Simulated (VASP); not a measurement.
```xyz
2
Lattice="1.8050 -3.1263 0.0000 1.8050 3.1263 0.0000 0.0000 0.0000 5.5544" Properties=species:S:1:pos:R:3 pbc="T T T"
Ho     1.8050     1.0421     1.3886
Ho     1.8050    -1.0421     4.1658
```

The numbers are results of r2SCAN meta-GGA, VASP's PBE PAW potentials (set 64) (plane waves; VASP 6.6.1), not measurements. Settings: 480 eV cut-off, 12×12×6 Γ-centred mesh, first-order Methfessel-Paxton smearing of 0.10 eV, potentials Ho_3.

The 4f electrons are frozen in the core of the lanthanide potential, so 4f levels, which can set the real gap, and their magnetism are missing.

Question: The ions, cell shape and volume at an external pressure of 1.0 GPa are relaxed. Which structure does the run end with?

Answer: 
```xyz
2
Lattice="1.7939 -3.1072 0.0000 1.7939 3.1072 0.0000 0.0000 0.0000 5.5217" Properties=species:S:1:pos:R:3 pbc="T T T"
Ho     1.7939     1.0357     1.3804
Ho     1.7939    -1.0357     4.1412
```
Space group P6_3/mmc (194), at a tolerance of 0.03 Å.

Question: How do energy and volume change from the first to the last step?

Answer: The energy (σ→0) changes by +2.1 meV/atom and the volume by -1.8 %, in 3 ionic steps.

The compound is Ho in the hcp structure. This run relaxes it under an external pressure of 1 GPa. Symmetry was kept, so distortions that lower it aren't found.
